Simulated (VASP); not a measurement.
Output of a VASP run:

File OSZICAR:
```
       N       E                     dE             d eps       ncg     rms          rms(c)
DAV:   1     0.762491007007E+02    0.76249E+02   -0.71685E+03  2680   0.109E+03
DAV:   2    -0.117950309439E+02   -0.88044E+02   -0.85038E+02  2820   0.312E+02
DAV:   3    -0.128383782390E+02   -0.10433E+01   -0.10379E+01  3030   0.351E+01
DAV:   4    -0.128408827172E+02   -0.25045E-02   -0.25042E-02  2909   0.203E+00
DAV:   5    -0.128408956329E+02   -0.12916E-04   -0.12915E-04  3057   0.140E-01    0.168E+01
DAV:   6    -0.122283464304E+02    0.61255E+00   -0.10347E+00  2811   0.127E+01    0.448E+00
DAV:   7    -0.121320205608E+02    0.96326E-01   -0.21009E-01  3074   0.523E+00    0.948E-01
DAV:   8    -0.121249063699E+02    0.71142E-02   -0.53715E-03  2727   0.101E+00    0.222E-01
DAV:   9    -0.121248721855E+02    0.34184E-04   -0.14258E-04  3235   0.162E-01    0.811E-02
DAV:  10    -0.121248827237E+02   -0.10538E-04   -0.98757E-06  2880   0.408E-02    0.319E-03
DAV:  11    -0.121248827735E+02   -0.49874E-07   -0.49665E-08  3036   0.276E-03    0.673E-04
DAV:  12    -0.121248827693E+02    0.42312E-08   -0.15260E-09  1824   0.483E-04
   1 F= -.12124883E+02 E0= -.12124631E+02  d E =-.121249E+02
```

OUTCAR:
```
------------------------ aborting loop because EDIFF is reached ----------------------------------------
  FORCE on cell =-STRESS in cart. coord.  units (eV):
  Direction    XX          YY          ZZ          XY          YZ          ZX
  --------------------------------------------------------------------------------------
  Total        0.0002227      0.0002227      0.0002227     -0.0000000      0.0000000     -0.0000000
  in kB        0.0236268      0.0236268      0.0236268     -0.0000000      0.0000000     -0.0000000
  external PRESSURE =       0.0236268 kB  Pullay stress =       0.0000000 kB
  volume of cell :       15.10
      direct lattice vectors                 reciprocal lattice vectors
    -1.557191706  1.557191706  1.557191706     0.000000000  0.321090845  0.321090845
     1.557191706 -1.557191706  1.557191706     0.321090845  0.000000000  0.321090845
     1.557191706  1.557191706 -1.557191706     0.321090845  0.321090845  0.000000000
 POSITION                                       TOTAL-FORCE (eV/Angst)
 -----------------------------------------------------------------------------------
      0.00000      0.00000      0.00000        -0.000000      0.000000     -0.000000
 -----------------------------------------------------------------------------------
    total drift:                                0.000000     -0.000000      0.000000
  FREE ENERGIE OF THE ION-ELECTRON SYSTEM (eV)
  ---------------------------------------------------
  free  energy   TOTEN  =       -12.1248827693 eV

  energy  without entropy=      -12.1241274096  energy(sigma->0) =      -12.12463098

 reached required accuracy - stopping structural energy minimisation
```
(Selected blocks of OUTCAR.)

File POSCAR:
```
Mo
1
   -1.5571917058     1.5571917058     1.5571917058
    1.5571917058    -1.5571917058     1.5571917058
    1.5571917058     1.5571917058    -1.5571917058
Mo
1
Direct
  0.0000000000   0.0000000000   0.0000000000
```

### Question
Reconstruct the remaining input files.

### Answer
One answer among several that fit: the input of the run itself, LDA (Ceperley-Alder, Perdew-Zunger), plane waves, VASP's LDA PAW potentials (set 64).

**KPOINTS**
```
Automatic mesh
0
Gamma
15 15 15
0 0 0
```

**INCAR**
```
SIGMA = 0.1
IBRION = 1   # quasi-Newton
SYSTEM = Mo
LCHARG = F
ISIF = 2   # forces and stress, cell fixed
NSW = 30
LASPH = T
NELM = 100   # most electronic steps
LREAL = F
EDIFFG = -0.001   # ionic stop
LMAXMIX = 4
ENCUT = 400
LWAVE = F
PREC = Accurate
ALGO = Normal   # blocked Davidson
EDIFF = 1E-8
ISMEAR = 1
```

POTCAR, in this order: Mo_sv (LDA.64 set). Program: vasp_std.

The structure comes from a computed database's Mo entry (Im-3m); how it stands against other phases isn't given here. It was relaxed first. The start is the result of an earlier pass.
